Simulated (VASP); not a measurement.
```
BaTiO3
1.0
    3.99371     0.00000     0.00000
    0.00000     3.99371     0.00000
    0.00000     0.00000     3.99371
Ba Ti O
1 1 3
Cartesian
  0.00000   0.00000   0.00000
  1.99686   1.99686   1.99686
  1.99686   0.00000   1.99686
  0.00000   1.99686   1.99686
  1.99686   1.99686   0.00000
```

These are vdW-DF-cx, VASP's PBE PAW potentials (set 64) (plane waves; VASP 6.6.1) values and carry that method's errors. Numerical set-up: 520 eV cut-off, 6×6×6 Γ-centred mesh, tetrahedra with Blöchl corrections, potentials Ba_sv Ti_sv O.

The cores are frozen, which limits the accuracy of field gradients.

### Question
Give the principal components of the electric field gradient (V/Å²) and the asymmetry η at each nucleus.

### Answer

```csv
atom,Vxx,Vyy,Vzz,η
Ba1,0.0,0.0,0.0,-
Ti2,0.0,0.0,0.0,-
O3,-11.3,-11.3,22.6,0.00
O4,-11.3,-11.3,22.6,0.00
O5,-11.3,-11.3,22.6,0.00
```

The compound is BaTiO3 in the cubic perovskite structure, the ideal cubic form; the compound distorts at low or room temperature. It was relaxed first.
